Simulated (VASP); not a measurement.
# CdBr3O (P1) in VASP: single point with r2SCAN

Aim: the single point of CdBr3O with r2SCAN.

All numbers are computed with VASP 6.6.1; they aren't measurements. Logs are shortened: lines on timing, memory, paths and dates and some standing lists are left out, and cuts for length are marked.

### 1 The structure

The typed cell holds 10 atoms: a = 3.913 Å, b = 8.561 Å, c = 9.224 Å, α = 67.91°, β = 89.68°, γ = 105.68°.

The cell was built by a generator and needn't be a form met in nature.

### 2 Single point, r2SCAN

The input, POSCAR:

```
CdBr3O
1.0
   -0.0831715300      3.9122802200     -0.0479060200
    8.2895112300     -2.1378123000      0.0443949800
    3.6346398200      0.0252829900     -8.4778674300
O Cd Br
2 2 6
Direct
    0.7610210000      0.4736860000      0.5735240000
    0.1768020000      0.5382190000      0.4206770000
    0.2051980000      0.3816410000      0.6979780000
    0.7266440000      0.6135490000      0.2768080000
    0.4427100000      0.6414730000      0.7246070000
    0.6298520000      0.3499670000      0.2303850000
    0.6195970000      0.2242590000      0.9340280000
    0.3859600000      0.7853840000      0.0557700000
    0.0179680000      0.0665570000      0.6501960000
    0.9670040000      0.9065570000      0.3600470000
```

The input, INCAR.step1:

```
PREC     = Accurate       # precision mode
ENCUT    = 520            # plane-wave cutoff, eV
ISMEAR   = -1             # smearing method
SIGMA    = 0.1            # smearing width, eV
LREAL    = False          # projectors in reciprocal space
LASPH    = True           # aspherical terms in the spheres
NELM     = 100            # most SCF steps
NBANDS   = 50             # bands
GGA      = PE             # functional
ALGO     = Normal         # electronic algorithm
EDIFF    = 1E-4           # SCF threshold, eV
LWAVE    = True           # write WAVECAR
LCHARG   = False          # write CHGCAR
```

The input, INCAR.step2:

```
PREC     = Accurate       # precision mode
ENCUT    = 520            # plane-wave cutoff, eV
EDIFF    = 1E-6           # SCF threshold, eV
ISMEAR   = -1             # smearing method
SIGMA    = 0.1            # smearing width, eV
LREAL    = False          # projectors in reciprocal space
LASPH    = True           # aspherical terms in the spheres
NELM     = 100            # most SCF steps
ALGO     = Normal         # electronic algorithm
ISIF     = 2              # what is computed and relaxed
LWAVE    = False          # write WAVECAR
LCHARG   = False          # write CHGCAR
METAGGA  = R2SCAN         # meta-GGA
LMIXTAU  = True         
NBANDS   = 50             # bands
ISTART   = 1
```

The input, KPOINTS:

```
Automatic mesh
0
Gamma
  5 3 2
  0 0.5 0.5
```

Potentials or basis: VASP PAW PBE potentials, release 64 (O, Cd, Br).

Run with:

```
$ cat potpaw_PBE.64/O/POTCAR potpaw_PBE.64/Cd/POTCAR potpaw_PBE.64/Br/POTCAR > POTCAR
$ cp INCAR.step1 INCAR
$ mpirun -np 1 vasp_std > vasp.out
$ cp INCAR.step2 INCAR
$ mpirun -np 1 vasp_std > vasp.out
```

OUTCAR:

```text
PREC = Accurate
   ENCUT = 520
   EDIFF = 1E-6
   ISMEAR = -1
   LREAL = False
   LASPH = True
   NELM = 100
   ISIF = 2
   METAGGA = R2SCAN
   ISTART = 1

 ion  position               nearest neighbor table
   1  0.761  0.474  0.574-   2 1.96   3 2.24   3 2.25   4 2.56
   2  0.177  0.538  0.421-   1 1.96   4 2.30   4 2.32   3 2.42
   3  0.205  0.382  0.698-   1 2.24   1 2.25   5 2.27   2 2.42   9 2.80   7 2.81   7 2.86
   4  0.727  0.614  0.277-   2 2.30   2 2.32   6 2.38   1 2.56   8 2.63  10 2.82   8 2.93
   5  0.443  0.641  0.725-   3 2.27
   6  0.630  0.350  0.230-   4 2.38
   7  0.620  0.224  0.934-   3 2.81   3 2.86
   8  0.386  0.785  0.056-   4 2.63   4 2.93
   9  0.018  0.067  0.650-   3 2.80
  10  0.967  0.907  0.360-   4 2.82

  LATTYP: Found a triclinic cell.
 ALAT       =     8.3959966650
 B/A-ratio  =     1.0986401702
 C/A-ratio  =     0.4661099307
 COS(alpha) =     0.0056167667
 COS(beta)  =     0.1905158286
 COS(gamma) =     0.3860967690

  Lattice vectors:

 A1 = (   8.2063397000,   1.7744679200,  -0.0035110400)
 A2 = (   3.6346398200,   0.0252829900,  -8.4778674300)
 A3 = (  -0.0831715300,   3.9122802200,  -0.0479060200)

Analysis of symmetry for initial positions (statically):
=====================================================================
 Subroutine PRICEL returns:
 Original cell was already a primitive cell.

 Routine SETGRP: Setting up the symmetry group for a
 triclinic supercell.

 Subroutine GETGRP returns: Found  1 space group operations
 (whereof  1 operations were pure point group operations)
 out of a pool of  2 trial point group operations.

The static configuration has the point symmetry C_1 .

Analysis of symmetry for dynamics (positions and initial velocities):
=====================================================================
 Subroutine PRICEL returns:
 Original cell was already a primitive cell.

 Routine SETGRP: Setting up the symmetry group for a
 triclinic supercell.

 Subroutine GETGRP returns: Found  1 space group operations
 (whereof  1 operations were pure point group operations)
 out of a pool of  2 trial point group operations.

The dynamic configuration has the point symmetry C_1 .

 Subroutine INISYM returns: Found  1 space group operations
 (whereof  1 operations are pure point group operations),
 and found     1 'primitive' translations

----------------------------------------------------------------------------------------

                                     Primitive cell

  volume of cell :     273.6865

  direct lattice vectors                    reciprocal lattice vectors
    -0.083171530  3.912280220 -0.047906020     0.066217983  0.257370170  0.029156578
     8.289511230 -2.137812300  0.044394980     0.121184581  0.003212575  0.051963956
     3.634639820  0.025282990 -8.477867430     0.000260413 -0.001437503 -0.117846834

  length of vectors
     3.913457424  8.560853274  9.224179205     0.267346838  0.131894943  0.117855889

  position of ions in fractional coordinates (direct lattice)
     0.761021000  0.473686000  0.573524000
     0.176802000  0.538219000  0.420677000
     0.205198000  0.381641000  0.697978000
     0.726644000  0.613549000  0.276808000
     0.442710000  0.641473000  0.724607000
     0.629852000  0.349967000  0.230385000
     0.619597000  0.224259000  0.934028000
     0.385960000  0.785384000  0.055770000
     0.017968000  0.066557000  0.650196000
     0.967004000  0.906557000  0.360047000

  ion indices of the primitive-cell ions
   primitive index   ion index
                 1           1
                 2           2
                 3           3
                 4           4
                 5           5
                 6           6
                 7           7
                 8           8
                 9           9
                10          10

----------------------------------------------------------------------------------------

 KPOINTS: Automatic mesh

Automatic generation of k-mesh.
 Grid dimensions read from file:
 generate k-points for:    5    3    2

 Generating k-lattice:

  Cartesian coordinates                     Fractional coordinates (reciprocal lattice)
     0.013243597  0.051474034  0.005831316     0.200000000 -0.000000000 -0.000000000
     0.040394860  0.001070858  0.017321319     0.000000000  0.333333333 -0.000000000
     0.000130207 -0.000718751 -0.058923417     0.000000000  0.000000000  0.500000000

  Length of vectors
     0.053469368  0.043964981  0.058927944

  Shift w.r.t. Gamma in fractional coordinates (k-lattice)
     0.000000000  0.500000000  0.500000000

 Subroutine IBZKPT returns following result:
 ===========================================

 Found     15 irreducible k-points:

 Following reciprocal coordinates:
            Coordinates               Weight
  0.000000  0.166667  0.250000      2.000000
  0.200000  0.166667  0.250000      2.000000
  0.400000  0.166667  0.250000      2.000000
 -0.400000  0.166667  0.250000      2.000000
 -0.200000  0.166667  0.250000      2.000000
 -0.000000  0.500000  0.250000      2.000000
  0.200000  0.500000  0.250000      2.000000
  0.400000  0.500000  0.250000      2.000000
 -0.400000  0.500000  0.250000      2.000000
 -0.200000  0.500000  0.250000      2.000000
  0.000000 -0.166667  0.250000      2.000000
  0.200000 -0.166667  0.250000      2.000000
  0.400000 -0.166667  0.250000      2.000000
 -0.400000 -0.166667  0.250000      2.000000
 -0.200000 -0.166667  0.250000      2.000000
   k-points           NKPTS =     15   k-points in BZ     NKDIM =     15   number of bands    NBANDS=     50
   number of dos      NEDOS =    301   number of ions     NIONS =     10
   total plane-waves  NPLWV = 134400
   dimension x,y,z NGX =    30 NGY =   64 NGZ =   70
   dimension x,y,z NGXF=    60 NGYF=  128 NGZF=  140
   ions per type =               2   2   6
   NGX,Y,Z   is equivalent  to a cutoff of  12.74, 12.43, 12.62 a.u.
   NGXF,Y,Z  is equivalent  to a cutoff of  25.49, 24.86, 25.23 a.u.
 SYSTEM =  unknown system
   PREC   = accura    normal or accurate (medium, high low for compatibility)
   ISTART =      1    job   : 0-new  1-cont  2-samecut
   ICHARG =      0    charge: 1-file 2-atom 10-const
   ISPIN  =      1    spin polarized calculation?
   LNONCOLLINEAR =      F non collinear calculations
   LSORBIT =      F    spin-orbit coupling
   LASPH  =      T    aspherical Exc in radial PAW
   ENCUT  =  520.0 eV  38.22 Ry    6.18 a.u.   7.28 15.92 17.15*2*pi/ulx,y,z
   NELM   =    100;   NELMIN=  2; NELMDL=  0     # of ELM steps
   EDIFF  = 0.1E-05   stopping-criterion for ELM
   LREAL  =      F    real-space projection
[... 7 lines left out ...]
   TEBEG  =    0.0;   TEEND  =   0.0 temperature during run
   PSTRESS=    0.0 pullay stress
   NELECT =      78.0000    total number of electrons
   NUPDOWN=      -1.0000    fix difference up-down
   EMIN   =  10.00;   EMAX   =-10.00  energy-range for DOS
   EFERMI =   0.00;   METHOD = LEGACY
   ISMEAR =    -1;   SIGMA  =   0.10  broadening in eV -4-tet -1-fermi 0-gaus
   EFERMI_NEDOS =   21; number of points for ismear=-14 and -15
   IALGO  =     38    algorithm
   IMIX   =      4    mixing-type and parameters
     AMIX     =   0.40;   BMIX     =  1.00
     AMIX_MAG =   1.60;   BMIX_MAG =  1.00
  volume/ion in A,a.u.               =      27.37       184.69
  Fermi-wavevector in a.u.,A,eV,Ry     =   1.077346  2.035889 15.791937  1.160675
  Thomas-Fermi vector in A             =   2.213255
   LORBIT       =      0    0 simple, 1 ext, 2 COOP (PROOUT), +10 PAW based schemes
   METAGGA = R2SCAN    functional components
   LHFCALC =     F    Hartree Fock is set to
   AEXX    =    0.0000 exact exchange contribution
   IVDW    =     0    specifies the selected vdW correction
   LEPSILON=     F    determine dielectric tensor
   LRPA    =     F    only Hartree local field effects (RPA)
 non-spin polarized calculation
  energy-cutoff  :      520.00
  volume of cell :      273.69
 maximum number of plane-waves:      7380
 NGX is ok and might be reduce to    30
   NGX = 15   NGY = 31   NGZ = 35

 number of electron      77.9999998 magnetization

 Free energy of the ion-electron system (eV)
  ---------------------------------------------------
  ext. energy  EPLUGINS =         0.00000000
  ---------------------------------------------------
  free energy    TOTEN  =      -130.53445221 eV

  energy without entropy =     -129.97002322  energy(sigma->0) =     -130.25223772

 E-fermi :  -1.1137     XC(G=0):  -8.8523

 val. band max:       -1.1210703698   @ k =   0.2000   0.5000   0.2500
 cond. band min:      -1.0958575963   @ k =  -0.0000   0.5000   0.2500
 fundamental gap:      0.0252127736
 Fermi energy:        -1.1136845684

 k-point     1 :       0.0000    0.1667    0.2500
  band No.  band energies     occupation
      1     -19.7806      2.00000
      2     -17.6877      2.00000
      3     -15.6773      2.00000
      4     -15.4437      2.00000
      5     -15.2304      2.00000
      6     -15.1030      2.00000
[... 42 lines left out ...]
     49       8.0851      0.00000
     50       8.4283      0.00000

 k-point     2 :       0.2000    0.1667    0.2500
  band No.  band energies     occupation
      1     -19.6966      2.00000
      2     -17.7558      2.00000
      3     -15.6125      2.00000
      4     -15.3842      2.00000
      5     -15.2231      2.00000
      6     -15.0388      2.00000
[... 42 lines left out ...]
     49       8.3377      0.00000
     50       8.6085      0.00000

 k-point     3 :       0.4000    0.1667    0.2500
  band No.  band energies     occupation
      1     -19.5424      2.00000
      2     -17.8904      2.00000
      3     -15.5153      2.00000
      4     -15.3053      2.00000
      5     -15.1489      2.00000
      6     -14.9644      2.00000
[... 625 lines left out ...]
     49       8.3404      0.00000
     50       8.4181      0.00000

 k-point    15 :      -0.2000   -0.1667    0.2500
  band No.  band energies     occupation
      1     -19.6965      2.00000
      2     -17.7564      2.00000
      3     -15.5984      2.00000
      4     -15.3995      2.00000
      5     -15.2292      2.00000
      6     -15.0310      2.00000
[... 42 lines left out ...]
     49       8.2480      0.00000
     50       8.4941      0.00000

------------------------ aborting loop because EDIFF is reached ----------------------------------------

  FORCE on cell =-STRESS in cart. coord.  units (eV):
  Direction    XX          YY          ZZ          XY          YZ          ZX
  --------------------------------------------------------------------------------------
  -------------------------------------------------------------------------------------
  Total       10.7983911     -2.2641244     -1.7858316      1.3547822     -2.9977630     -0.0732516
  in kB       63.2144386    -13.2543218    -10.4543670      7.9309773    -17.5490872     -0.4288193
  external PRESSURE =      13.1685833 kB  Pullay stress =       0.0000000 kB

 VOLUME and BASIS-vectors are now :
 -----------------------------------------------------------------------------
  energy-cutoff  :      520.00
  volume of cell :      273.69
      direct lattice vectors                 reciprocal lattice vectors
    -0.083171530  3.912280220 -0.047906020     0.066217983  0.257370170  0.029156578
     8.289511230 -2.137812300  0.044394980     0.121184581  0.003212575  0.051963956
     3.634639820  0.025282990 -8.477867430     0.000260413 -0.001437503 -0.117846834

 POSITION                                       TOTAL-FORCE (eV/Angst)
 -----------------------------------------------------------------------------------
      5.94788      1.97918     -4.87769         0.044458      1.826466      1.683495
      5.97588     -0.44828     -3.55102        -0.163297     -2.189452     -1.151826
      5.68345      0.00456     -5.91025        -4.169778     -0.707673      0.446876
      6.03168      1.53818     -2.35431         2.154892      0.305977     -0.966652
      7.91436      0.37898     -6.13585         3.973121      0.895674     -0.477935
      3.68604      1.72182     -1.96781        -2.153493      0.111690      0.385717
      5.20232      1.96823     -7.93829        -0.231188     -0.062859     -0.320730
      6.68105     -0.16761     -0.45643         0.192563     -0.150485      0.341278
      2.91346     -0.05555     -5.51018         0.276495      0.059178      0.022306
      8.74313      1.85424     -3.05851         0.076226     -0.088515      0.037470
 -----------------------------------------------------------------------------------
    total drift:                                0.000845     -0.000302      0.001034

  FREE ENERGIE OF THE ION-ELECTRON SYSTEM (eV)
  ---------------------------------------------------
  free  energy   TOTEN  =      -130.5344522139 eV

  energy  without entropy=     -129.9700232199  energy(sigma->0) =     -130.25223772
```

Run time: 12 min. Hardware: 1 thread of AMD EPYC 9R45 (Zen 5), shared host; peak memory 0.45 GiB.

What came out:

| Item | Value |
| --- | --- |
| Free energy | -130.5345 eV |
| Pressure | 1.3 GPa |
| Largest force | 4.253 eV/Å |
| Band gap on the k mesh | none (metal or under the smearing width) |

Forces on the atoms (eV/Å):
```
O    0.044  1.826  1.683
O   -0.163 -2.189 -1.152
Cd  -4.170 -0.708  0.447
Cd   2.155  0.306 -0.967
Br   3.973  0.896 -0.478
Br  -2.153  0.112  0.386
Br  -0.231 -0.063 -0.321
Br   0.193 -0.150  0.341
Br   0.276  0.059  0.022
Br   0.076 -0.089  0.037
```

Levels at points of the mesh, in eV from the Fermi level:
```csv
k point,band 35,band 36,band 37,band 38,band 39,band 40,band 41,band 42,band 43,band 44
"(0.00, 0.17, 0.25)",-0.28,-0.17,-0.14,-0.07,0.03,0.05,0.12,1.11,4.98,5.81
```

Caveat: the k mesh is coarse (spacing up to 0.37 Å⁻¹), so the values aren't converged; the PAW data sets were made with another functional, which shifts forces and pressure a little.
